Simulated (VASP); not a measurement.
Here is a VASP 6.6.1 calculation.

INCAR

```
  PREC = Accurate
  ENCUT = 520
  EDIFF = 1E-7
  ISMEAR = -1
  SIGMA = 0.05
  LREAL = False
  LASPH = True
  NELM = 150
  ALGO = Normal
  ISIF = 2
  LWAVE = False
  LCHARG = True
  ISPIN = 2
  MAGMOM = 2 2 2 2 2 2 2 2
  LORBIT = 11
  LMAXMIX = 4
  LDIPOL = True
  IDIPOL = 3
  DIPOL = 0.5 0.5 0.500
  GGA = PE
  LELF = True
  LVHAR = True
  LVACPOTAV = True
  NBANDS = 66
```

Contents of KPOINTS:

```
Automatic mesh
0
Gamma
  9 9 1
```

The input POSCAR:

```
V
1.0
    3.0260000000      0.0000000000      0.0000000000
    0.0000000000      3.0260000000      0.0000000000
    0.0000000000      0.0000000000     25.5910000000
V
8
Direct
    0.5000000000      0.5000000000      0.2930717830
    0.0000000000      0.0000000000      0.3521941307
    0.5000000000      0.5000000000      0.4113164784
    0.0000000000      0.0000000000      0.4704388261
    0.5000000000      0.5000000000      0.5295611739
    0.0000000000      0.0000000000      0.5886835216
    0.5000000000      0.5000000000      0.6478058693
    0.0000000000      0.0000000000      0.7069282170
```

Potentials or basis: VASP PAW PBE potentials, release 64 (V_sv).

Command:

```console
$ cat potpaw_PBE.64/V_sv/POTCAR > POTCAR
$ mpirun -np 1 vasp_std > vasp.out
```

What does it give for the net moment?

0.36 μB per cell.

Estimate the largest force.

1.191 eV/Å.

Predict the site moments.

V +0.40, -0.15, -0.08, -0.03 μB.

What does it give for the band gap on the k mesh?

None (metal or under the smearing width).

Forces in eV/Å, atoms in the order of the input:
```
V    0.000  0.000  1.191
V    0.000  0.000 -0.759
V    0.000  0.000 -0.295
V    0.000  0.000  0.203
V    0.000  0.000 -0.203
V    0.000  0.000  0.295
V    0.000  0.000  0.759
V    0.000  0.000 -1.191
```
